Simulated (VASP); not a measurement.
# Cs4BePb3Br12 (a cell with a defect) in VASP: a series of runs

The runs below take Cs4BePb3Br12 (a cell with a defect) through single point, with PBE.

All numbers are computed with VASP 6.6.1; they aren't measurements. Logs are shortened: lines on timing, memory, paths and dates and some standing lists are left out, and cuts for length are marked.

## Step 1: Starting point

The cell holds a defect, 20 atoms: a = 10.167 Å, b = 10.167 Å, c = 10.167 Å, α = 109.47°, β = 109.47°, γ = 109.47°.

## Step 2: Single point, PBE

Contents of INCAR:

```
ALGO     = Fast           # electronic algorithm
EDIFF    = 1E-6           # SCF threshold, eV
ENCUT    = 520            # plane-wave cutoff, eV
GGA      = PE             # functional
ISIF     = 2              # what is computed and relaxed
ISMEAR   = -1             # smearing method
LASPH    = True           # aspherical terms in the spheres
LCHARG   = True           # write CHGCAR
LELF     = True           # ELF
LREAL    = Auto         
LVHAR    = True         
LWAVE    = False          # write WAVECAR
NBANDS   = 98             # bands
NELM     = 100            # most SCF steps
PREC     = Accurate       # precision mode
SIGMA    = 0.01           # smearing width, eV
```

Contents of KPOINTS:

```
k-points
0
Gamma
  2 2 2
```

Contents of POSCAR:

```
Cs4BePb3Br12
1.0
   -5.8700000000      5.8700000000      5.8700000000
    5.8700000000     -5.8700000000      5.8700000000
    5.8700000000      5.8700000000     -5.8700000000
Cs Be Pb Br
4 1 3 12
Direct
    0.0000000000      0.0000000000      0.0000000000
    0.5000000000      0.5000000000      0.0000000000
    0.5000000000      0.0000000000      0.5000000000
    0.0000000000      0.5000000000      0.5000000000
    0.5000000000      0.5000000000      0.5000000000
    0.0000000000      0.0000000000      0.5000000000
    0.0000000000      0.5000000000      0.0000000000
    0.5000000000      0.0000000000      0.0000000000
    0.5000000000      0.2767732853      0.2767732853
    0.0000000000      0.7500000000      0.2500000000
    0.0000000000      0.2500000000      0.7500000000
    0.5000000000      0.7232267147      0.7232267147
    0.2767732853      0.5000000000      0.2767732853
    0.7500000000      0.0000000000      0.2500000000
    0.7232267147      0.5000000000      0.7232267147
    0.2500000000      0.0000000000      0.7500000000
    0.2767732853      0.2767732853      0.5000000000
    0.7232267147      0.7232267147      0.5000000000
    0.7500000000      0.2500000000      0.0000000000
    0.2500000000      0.7500000000      0.0000000000
```

Potentials or basis: VASP PAW PBE potentials, release 64 (Cs_sv, Be, Pb_d, Br).

On the command line:

```
$ cat potpaw_PBE.64/Cs_sv/POTCAR potpaw_PBE.64/Be/POTCAR potpaw_PBE.64/Pb_d/POTCAR potpaw_PBE.64/Br/POTCAR > POTCAR
$ mpirun -np 1 vasp_std > vasp.out
```

OUTCAR:

```text
EDIFF = 1E-6
   ENCUT = 520
   GGA = PE
   ISIF = 2
   ISMEAR = -1
   LASPH = True
   LREAL = Auto
   NELM = 100
   PREC = Accurate

 ion  position               nearest neighbor table
   1  0.000  0.000  0.000-
   2  0.500  0.500  0.000-
   3  0.500  0.000  0.500-
   4  0.000  0.500  0.500-
   5  0.500  0.500  0.500-
   6  0.000  0.000  0.500-  10 2.94  11 2.94  14 2.94  16 2.94  17 3.25  18 3.25
   7  0.000  0.500  0.000-  10 2.94  11 2.94  19 2.94  20 2.94  13 3.25  15 3.25
   8  0.500  0.000  0.000-  14 2.94  16 2.94  19 2.94  20 2.94   9 3.25  12 3.25
   9  0.500  0.277  0.277-   8 3.25
  10  0.000  0.750  0.250-   6 2.94   7 2.94
  11  0.000  0.250  0.750-   6 2.94   7 2.94
  12  0.500  0.723  0.723-   8 3.25
  13  0.277  0.500  0.277-   7 3.25
  14  0.750  0.000  0.250-   6 2.94   8 2.94
  15  0.723  0.500  0.723-   7 3.25
  16  0.250  0.000  0.750-   6 2.94   8 2.94
  17  0.277  0.277  0.500-   6 3.25
  18  0.723  0.723  0.500-   6 3.25
  19  0.750  0.250  0.000-   7 2.94   8 2.94
  20  0.250  0.750  0.000-   7 2.94   8 2.94

  LATTYP: Found a body centered cubic cell.
 ALAT       =    11.7400000000

  Lattice vectors:

 A1 = (  -5.8700000000,   5.8700000000,   5.8700000000)
 A2 = (   5.8700000000,  -5.8700000000,   5.8700000000)
 A3 = (   5.8700000000,   5.8700000000,  -5.8700000000)

Analysis of symmetry for initial positions (statically):
=====================================================================
 Subroutine PRICEL returns:
 Original cell was already a primitive cell.

 Routine SETGRP: Setting up the symmetry group for a
 body centered cubic supercell.

 Subroutine GETGRP returns: Found 48 space group operations
 (whereof 12 operations were pure point group operations)
 out of a pool of 48 trial point group operations.

The static configuration has the point symmetry D_3d.
 The point group associated with its full space group is O_h .

Analysis of symmetry for dynamics (positions and initial velocities):
=====================================================================
 Subroutine PRICEL returns:
 Original cell was already a primitive cell.

 Routine SETGRP: Setting up the symmetry group for a
 body centered cubic supercell.

 Subroutine GETGRP returns: Found 48 space group operations
 (whereof 12 operations were pure point group operations)
 out of a pool of 48 trial point group operations.

The dynamic configuration has the point symmetry D_3d.
 The point group associated with its full space group is O_h .

 Subroutine INISYM returns: Found 48 space group operations
 (whereof 12 operations are pure point group operations),
 and found     1 'primitive' translations

----------------------------------------------------------------------------------------

                                     Primitive cell

  volume of cell :     809.0480

  direct lattice vectors                    reciprocal lattice vectors
    -5.870000000  5.870000000  5.870000000     0.000000000  0.085178876  0.085178876
     5.870000000 -5.870000000  5.870000000     0.085178876  0.000000000  0.085178876
     5.870000000  5.870000000 -5.870000000     0.085178876  0.085178876  0.000000000

  length of vectors
    10.167138240 10.167138240 10.167138240     0.120461121  0.120461121  0.120461121

  position of ions in fractional coordinates (direct lattice)
     0.000000000  0.000000000  0.000000000
     0.500000000  0.500000000  0.000000000
     0.500000000  0.000000000  0.500000000
     0.000000000  0.500000000  0.500000000
     0.500000000  0.500000000  0.500000000
     0.000000000  0.000000000  0.500000000
[... 12 lines left out ...]
     0.750000000  0.250000000  0.000000000
     0.250000000  0.750000000  0.000000000

  ion indices of the primitive-cell ions
   primitive index   ion index
                 1           1
                 2           2
                 3           3
                 4           4
                 5           5
                 6           6
[... 12 lines left out ...]
                19          19
                20          20

----------------------------------------------------------------------------------------

 KPOINTS: k-points

Automatic generation of k-mesh.
 Grid dimensions read from file:
 generate k-points for:    2    2    2

 Generating k-lattice:

  Cartesian coordinates                     Fractional coordinates (reciprocal lattice)
     0.000000000  0.042589438  0.042589438     0.500000000  0.000000000  0.000000000
     0.042589438  0.000000000  0.042589438     0.000000000  0.500000000  0.000000000
     0.042589438  0.042589438  0.000000000     0.000000000  0.000000000  0.500000000

  Length of vectors
     0.060230561  0.060230561  0.060230561

  Shift w.r.t. Gamma in fractional coordinates (k-lattice)
     0.000000000  0.000000000  0.000000000

 Subroutine IBZKPT returns following result:
 ===========================================

 Found      3 irreducible k-points:

 Following reciprocal coordinates:
            Coordinates               Weight
  0.000000  0.000000  0.000000      1.000000
  0.500000  0.000000  0.000000      6.000000
  0.500000  0.500000  0.500000      1.000000
   k-points           NKPTS =      3   k-points in BZ     NKDIM =      3   number of bands    NBANDS=     98
   number of dos      NEDOS =    301   number of ions     NIONS =     20
   total plane-waves  NPLWV = 512000
   dimension x,y,z NGX =    80 NGY =   80 NGZ =   80
   dimension x,y,z NGXF=   160 NGYF=  160 NGZF=  160
   ions per type =               4   1   3  12
   NGX,Y,Z   is equivalent  to a cutoff of  13.08, 13.08, 13.08 a.u.
   NGXF,Y,Z  is equivalent  to a cutoff of  26.16, 26.16, 26.16 a.u.
 SYSTEM =  unknown system
   PREC   = accura    normal or accurate (medium, high low for compatibility)
   ISTART =      0    job   : 0-new  1-cont  2-samecut
   ICHARG =      2    charge: 1-file 2-atom 10-const
   ISPIN  =      1    spin polarized calculation?
   LNONCOLLINEAR =      F non collinear calculations
   LSORBIT =      F    spin-orbit coupling
   LASPH  =      T    aspherical Exc in radial PAW
   ENCUT  =  520.0 eV  38.22 Ry    6.18 a.u.  18.90 18.90 18.90*2*pi/ulx,y,z
   NELM   =    100;   NELMIN=  2; NELMDL= -5     # of ELM steps
   EDIFF  = 0.1E-05   stopping-criterion for ELM
   LREAL  =      T    real-space projection
   EDIFFG = 0.1E-04   stopping-criterion for IOM
   NSW    =      0    number of steps for IOM
   IBRION =     -1    ionic relax: 0-MD 1-quasi-New 2-CG
   NFREE  =      0    steps in history (QN), initial steepest desc. (CG)
   ISIF   =      2    stress and relaxation
   ISYM   =      2    0-nonsym 1-usesym 2-fastsym
   POTIM  = 0.5000    time-step for ionic-motion
   TEBEG  =    0.0;   TEEND  =   0.0 temperature during run
   PSTRESS=    0.0 pullay stress
   NELECT =     164.0000    total number of electrons
   NUPDOWN=      -1.0000    fix difference up-down
   EMIN   =  10.00;   EMAX   =-10.00  energy-range for DOS
   EFERMI =   0.00;   METHOD = LEGACY
   ISMEAR =    -1;   SIGMA  =   0.01  broadening in eV -4-tet -1-fermi 0-gaus
   EFERMI_NEDOS =   21; number of points for ismear=-14 and -15
   IALGO  =     68    algorithm
   IMIX   =      4    mixing-type and parameters
     AMIX     =   0.40;   BMIX     =  1.00
     AMIX_MAG =   1.60;   BMIX_MAG =  1.00
  volume/ion in A,a.u.               =      40.45       272.99
  Fermi-wavevector in a.u.,A,eV,Ry     =   0.961682  1.817315 12.583099  0.924832
  Thomas-Fermi vector in A             =   2.091075
   LORBIT       =      0    0 simple, 1 ext, 2 COOP (PROOUT), +10 PAW based schemes
   GGA     = PE    functional components
   LHFCALC =     F    Hartree Fock is set to
   AEXX    =    0.0000 exact exchange contribution
   IVDW    =     0    specifies the selected vdW correction
   LEPSILON=     F    determine dielectric tensor
   LRPA    =     F    only Hartree local field effects (RPA)
 non-spin polarized calculation
 RMM-DIIS sequential band-by-band and
  energy-cutoff  :      520.00
  volume of cell :      809.05
 maximum number of plane-waves:     21769
 NGX is ok and might be reduce to    80

 number of electron     164.0000037 magnetization

 Free energy of the ion-electron system (eV)
  ---------------------------------------------------
  ext. energy  EPLUGINS =         0.00000000
  ---------------------------------------------------
  free energy    TOTEN  =       -61.97793217 eV

  energy without entropy =      -61.97793217  energy(sigma->0) =      -61.97793217

 E-fermi :   0.2806     XC(G=0):  -7.5148

 val. band max:        0.0388931987   @ k =   0.5000   0.5000   0.5000
 cond. band min:       2.3690610506   @ k =   0.5000   0.5000   0.5000
 fundamental gap:      2.3301678519
 Fermi energy:         0.2806309781

 k-point     1 :       0.0000    0.0000    0.0000
  band No.  band energies     occupation
      1     -20.4151      2.00000
      2     -20.4131      2.00000
      3     -20.4131      2.00000
      4     -20.4131      2.00000
      5     -16.3318      2.00000
      6     -16.3318      2.00000
[... 86 lines left out ...]
     93       5.8197      0.00000
     94       5.8231      0.00000

 k-point     2 :       0.5000    0.0000    0.0000
  band No.  band energies     occupation
      1     -20.4141      2.00000
      2     -20.4140      2.00000
      3     -20.4132      2.00000
      4     -20.4131      2.00000
      5     -16.3274      2.00000
      6     -16.3006      2.00000
[... 86 lines left out ...]
     93       5.3770      0.00000
     94       5.7657      0.00000

 k-point     3 :       0.5000    0.5000    0.5000
  band No.  band energies     occupation
      1     -20.4140      2.00000
      2     -20.4140      2.00000
      3     -20.4140      2.00000
      4     -20.4124      2.00000
      5     -16.3444      2.00000
      6     -16.3052      2.00000
[... 86 lines left out ...]
     93       5.5867      0.00000
     94       6.0673      0.00000
 [bands above 94 left out]

------------------------ aborting loop because EDIFF is reached ----------------------------------------

  FORCE on cell =-STRESS in cart. coord.  units (eV):
  Direction    XX          YY          ZZ          XY          YZ          ZX
  --------------------------------------------------------------------------------------
  -------------------------------------------------------------------------------------
  Total       -3.3323216     -3.3323216     -3.3323216     -0.0000000     -0.0000000      0.0000000
  in kB       -6.5990770     -6.5990770     -6.5990770     -0.0000000     -0.0000000      0.0000000
  external PRESSURE =      -6.5990770 kB  Pullay stress =       0.0000000 kB

 VOLUME and BASIS-vectors are now :
 -----------------------------------------------------------------------------
  energy-cutoff  :      520.00
  volume of cell :      809.05
      direct lattice vectors                 reciprocal lattice vectors
    -5.870000000  5.870000000  5.870000000     0.000000000  0.085178876  0.085178876
     5.870000000 -5.870000000  5.870000000     0.085178876  0.000000000  0.085178876
     5.870000000  5.870000000 -5.870000000     0.085178876  0.085178876  0.000000000

 POSITION                                       TOTAL-FORCE (eV/Angst)
 -----------------------------------------------------------------------------------
      0.00000      0.00000      0.00000         0.000000     -0.000000      0.000000
      0.00000      0.00000      5.87000         0.000000     -0.000000      0.000000
      0.00000      5.87000      0.00000         0.000000     -0.000000      0.000000
      5.87000      0.00000      0.00000         0.000000     -0.000000      0.000000
      2.93500      2.93500      2.93500         0.000000     -0.000000      0.000000
      2.93500      2.93500     -2.93500         0.000000     -0.000000      0.000000
[... 12 lines left out ...]
     -2.93500      2.93500      5.87000         0.000000     -0.000000      0.000000
      2.93500     -2.93500      5.87000         0.000000     -0.000000      0.000000
 -----------------------------------------------------------------------------------
    total drift:                                0.000000      0.000000     -0.000000

  FREE ENERGIE OF THE ION-ELECTRON SYSTEM (eV)
  ---------------------------------------------------
  free  energy   TOTEN  =       -61.9779321657 eV

  energy  without entropy=      -61.9779321657  energy(sigma->0) =      -61.97793217
```

Wall time 4.9 min (1 thread of Intel Xeon 6975P-C (Granite Rapids), shared host); peak memory 1.1 GiB.

What came out:

```yaml
Free_energy: -61.9779 eV
Pressure: -0.7 GPa
Largest_force: 0.006 eV/Å
Band_gap_on_the_k_mesh: 2.33 eV, direct
```

Forces in eV/Å, atoms in the order of the input:
```
Cs   0.000  0.000  0.000
Cs   0.000  0.000  0.000
Cs   0.000  0.000  0.000
Cs   0.000  0.000  0.000
Be   0.000  0.000  0.000
Pb   0.000  0.000  0.000
Pb   0.000  0.000  0.000
Pb   0.000  0.000  0.000
Br   0.006  0.000  0.000
Br   0.000  0.000  0.000
Br   0.000  0.000  0.000
Br  -0.006  0.000  0.000
Br   0.000  0.006  0.000
Br   0.000  0.000  0.000
Br   0.000 -0.006  0.000
Br   0.000  0.000  0.000
Br   0.000  0.000  0.006
Br   0.000  0.000 -0.006
Br   0.000  0.000  0.000
Br   0.000  0.000  0.000
```

Caveat: spin-orbit coupling is left out, which as a rule narrows the gap of such compounds by several tenths of an eV.

## Step 3: Single point, PBE

This run's cell holds other atoms than the first one's.

Contents of INCAR:

```
SYSTEM = Cs3BePb4Br12
PREC = Accurate
ENCUT = 520
EDIFF = 1E-6
ISMEAR = -1
SIGMA = 0.01
LREAL = Auto
LASPH = .True.
NELM = 100
ALGO = Fast
ISIF = 2
LWAVE = .False.
LCHARG = .True.
GGA = PE
LELF = .True.
LVHAR = .True.
NELECT = 168.0
NBANDS = 100
```

Contents of KPOINTS:

```
regular mesh
0
Gamma
  2 2 2
  0 0 0
```

Contents of POSCAR:

```
Cs3BePb4Br12
1.0
   -5.8700000000      5.8700000000      5.8700000000
    5.8700000000     -5.8700000000      5.8700000000
    5.8700000000      5.8700000000     -5.8700000000
Be Cs Pb Br
1 3 4 12
Direct
    0.0000000000      0.0000000000      0.0000000000
    0.5000000000      0.5000000000      0.0000000000
    0.5000000000      0.0000000000      0.5000000000
    0.0000000000      0.5000000000      0.5000000000
    0.5000000000      0.5000000000      0.5000000000
    0.0000000000      0.0000000000      0.5000000000
    0.0000000000      0.5000000000      0.0000000000
    0.5000000000      0.0000000000      0.0000000000
    0.5000000000      0.2500000000      0.2500000000
    0.0000000000      0.7500000000      0.2500000000
    0.0000000000      0.2500000000      0.7500000000
    0.5000000000      0.7500000000      0.7500000000
    0.2500000000      0.5000000000      0.2500000000
    0.7500000000      0.0000000000      0.2500000000
    0.7500000000      0.5000000000      0.7500000000
    0.2500000000      0.0000000000      0.7500000000
    0.2500000000      0.2500000000      0.5000000000
    0.7500000000      0.7500000000      0.5000000000
    0.7500000000      0.2500000000      0.0000000000
    0.2500000000      0.7500000000      0.0000000000
```

Potentials or basis: VASP PAW PBE potentials, release 64 (Be, Cs_sv, Pb_d, Br).

On the command line:

```
$ cat potpaw_PBE.64/Be/POTCAR potpaw_PBE.64/Cs_sv/POTCAR potpaw_PBE.64/Pb_d/POTCAR potpaw_PBE.64/Br/POTCAR > POTCAR
$ mpirun -np 1 vasp_std > vasp.out
```

Run time: 19 min. Hardware: 1 thread of Intel Xeon Platinum 8375C at 2.90GHz (Ice Lake), shared host; peak memory 1.1 GiB.

It converged, with:

| Property | Result |
| --- | --- |
| Free energy | -59.0621 eV |
| Largest force | 0.023 eV/Å |
| Band gap on the k mesh | none (metal or under the smearing width) |

Forces in eV/Å, atoms in the order of the input:
```
Be   0.000  0.000  0.000
Cs   0.000  0.000  0.000
Cs   0.000  0.000  0.000
Cs   0.000  0.000  0.000
Pb   0.000  0.000  0.000
Pb   0.000  0.000  0.000
Pb   0.000  0.000  0.000
Pb   0.000  0.000  0.000
Br   0.000 -0.016 -0.016
Br   0.000 -0.016  0.016
Br   0.000  0.016 -0.016
Br   0.000  0.016  0.016
Br  -0.016  0.000 -0.016
Br  -0.016  0.000  0.016
Br   0.016  0.000  0.016
Br   0.016  0.000 -0.016
Br  -0.016 -0.016  0.000
Br   0.016  0.016  0.000
Br  -0.016  0.016  0.000
Br   0.016 -0.016  0.000
```

Levels at points of the mesh, in eV from the Fermi level:
```tsv
k point	band 80	band 81	band 82	band 83	band 84	band 85	band 86	band 87	band 88	band 89
(0.00, 0.00, 0.00)	-0.45	-0.45	-0.11	0.41	0.41	0.41	3.20	3.20	3.20	3.22
(0.50, 0.00, 0.00)	-0.71	-0.62	-0.61	-0.03	-0.03	0.00	3.20	3.21	3.41	3.44
(0.50, 0.50, 0.50)	-0.45	-0.33	-0.33	-0.33	-0.03	1.11	2.69	2.69	2.69	3.43
```

Caveat: the k mesh is coarse (spacing up to 0.38 Å⁻¹), so the values aren't converged; the cell carries a net charge on a neutralising background, which shifts energy and pressure; the cell is charged against a uniform background, so pressure and absolute levels hang on convention. The run has no spin-orbit coupling, so splittings on Cs, Pb are missing.

[end of part 1 of 2]
